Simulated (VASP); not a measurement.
OSZICAR of a VASP run on C:

OSZICAR:
```
       N       E                     dE             d eps       ncg     rms          rms(c)
DAV:   1    -0.921310884442E+02   -0.92131E+02   -0.27561E-06  1164   0.180E-02    0.140E-03
DAV:   2    -0.921310882183E+02    0.22590E-06   -0.76539E-07  1038   0.954E-03    0.595E-04
DAV:   3    -0.921310881832E+02    0.35116E-07   -0.21674E-07   762   0.462E-03    0.355E-04
DAV:   4    -0.921310881943E+02   -0.11107E-07   -0.12810E-07   632   0.230E-03
   1 F= -.92131088E+02 E0= -.92131027E+02  d E =-.183700E-03
```

### Question
Which electronic solver shows in the log?

### Answer
It is blocked Davidson (ALGO = Normal, or the opening steps of other solvers). The INCAR had ALGO = Normal.

### Question
Can the final energy be trusted as converged?

### Answer
The run converged. It stopped with EDIFF = 1E-6, NELM = 100 (PBEsol GGA, plane waves, VASP's PBE PAW potentials (set 64)).

The cell is a thin slab with vacuum, built from C (diamond): (111) face.
